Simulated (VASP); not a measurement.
Consider the following.

```
CELL_PARAMETERS angstrom
      4.87494     0.00000     0.00000
     -2.43747     4.22182     0.00000
      0.00000     0.00000     3.89507
ATOMIC_POSITIONS crystal
  Ca 0.00000 0.00000 0.00000
  Ni 0.50000 0.00000 0.50000
  Ni 0.50000 0.50000 0.50000
  Ni 0.00000 0.50000 0.50000
  Ni 0.33333 0.66667 0.00000
  Ni 0.66667 0.33333 0.00000
```

Level of theory: PBEsol GGA, VASP's PBE PAW potentials (set 64) (plane waves; VASP). Run with 300 eV cut-off, 5×5×6 Γ-centred mesh, Fermi-Dirac smearing of 0.10 eV, potentials Ca_sv Ni.

The run has a spin-polarised start.

### Question
Give the spin-up energies of bands 21 to 34 at the high-symmetry points, in eV from the Fermi level.

### Answer

```json
[
 {"band": "21", "Γ": "-1.29", "M": "-1.37", "K": "-1.30", "A": "-1.44", "L": "-1.82", "H": "-1.55"},
 {"band": "22", "Γ": "-1.27", "M": "-1.03", "K": "-1.10", "A": "-1.44", "L": "-1.52", "H": "-1.41"},
 {"band": "23", "Γ": "-0.89", "M": "-1.03", "K": "-1.10", "A": "-0.94", "L": "-1.39", "H": "-1.21"},
 {"band": "24", "Γ": "-0.87", "M": "-1.02", "K": "-1.08", "A": "-0.81", "L": "-0.98", "H": "-1.21"},
 {"band": "25", "Γ": "-0.87", "M": "-0.98", "K": "-1.04", "A": "-0.81", "L": "-0.89", "H": "-1.07"},
 {"band": "26", "Γ": "-0.64", "M": "-0.98", "K": "-0.92", "A": "-0.47", "L": "-0.84", "H": "-0.74"},
 {"band": "27", "Γ": "-0.64", "M": "-0.89", "K": "-0.92", "A": "-0.47", "L": "-0.78", "H": "-0.74"},
 {"band": "28", "Γ": "-0.07", "M": "-0.82", "K": "-0.71", "A": "-0.45", "L": "-0.57", "H": "-0.73"},
 {"band": "29", "Γ": "-0.03", "M": "-0.80", "K": "-0.65", "A": "-0.07", "L": "-0.51", "H": "-0.72"},
 {"band": "30", "Γ": "-0.03", "M": "-0.62", "K": "-0.65", "A": "-0.04", "L": "-0.19", "H": "-0.34"},
 {"band": "31", "Γ": "1.34", "M": "-0.03", "K": "-0.32", "A": "-0.04", "L": "-0.07", "H": "-0.34"},
 {"band": "32", "Γ": "1.74", "M": "1.00", "K": "-0.04", "A": "0.93", "L": "-0.07", "H": "0.47"},
 {"band": "33", "Γ": "2.06", "M": "1.51", "K": "3.11", "A": "1.23", "L": "0.50", "H": "0.47"},
 {"band": "34", "Γ": "2.06", "M": "3.02", "K": "3.84", "A": "1.23", "L": "2.50", "H": "1.32"}
]
```

### Question
Give the spin-down energies of bands 21 to 34 at the high-symmetry points, in eV from the Fermi level.

### Answer

| band | Γ | M | K | A | L | H |
|---|---|---|---|---|---|---|
| 21 | -0.94 | -1.07 | -0.96 | -1.04 | -1.45 | -1.30 |
| 22 | -0.94 | -0.71 | -0.78 | -1.04 | -1.28 | -0.98 |
| 23 | -0.58 | -0.69 | -0.76 | -0.60 | -1.00 | -0.87 |
| 24 | -0.58 | -0.66 | -0.76 | -0.52 | -0.59 | -0.87 |
| 25 | -0.56 | -0.64 | -0.68 | -0.52 | -0.52 | -0.61 |
| 26 | -0.29 | -0.62 | -0.56 | -0.12 | -0.51 | -0.42 |
| 27 | -0.29 | -0.53 | -0.56 | -0.11 | -0.47 | -0.41 |
| 28 | 0.44 | -0.50 | -0.39 | -0.11 | -0.17 | -0.41 |
| 29 | 0.44 | -0.49 | -0.31 | 0.43 | -0.14 | -0.36 |
| 30 | 0.48 | -0.31 | -0.31 | 0.43 | 0.12 | 0.10 |
| 31 | 1.50 | 0.43 | -0.02 | 0.48 | 0.24 | 0.10 |
| 32 | 1.72 | 1.11 | 0.43 | 0.95 | 0.43 | 0.76 |
| 33 | 2.27 | 1.80 | 3.14 | 1.25 | 0.78 | 0.76 |
| 34 | 2.27 | 3.12 | 3.90 | 1.25 | 2.56 | 1.43 |

It has no gap at this level: it comes out as a metal or semimetal.

The structure comes from a computed database's CaNi5 entry (P6/mmm); how it stands against other phases isn't given here. The cell was not relaxed at this level.
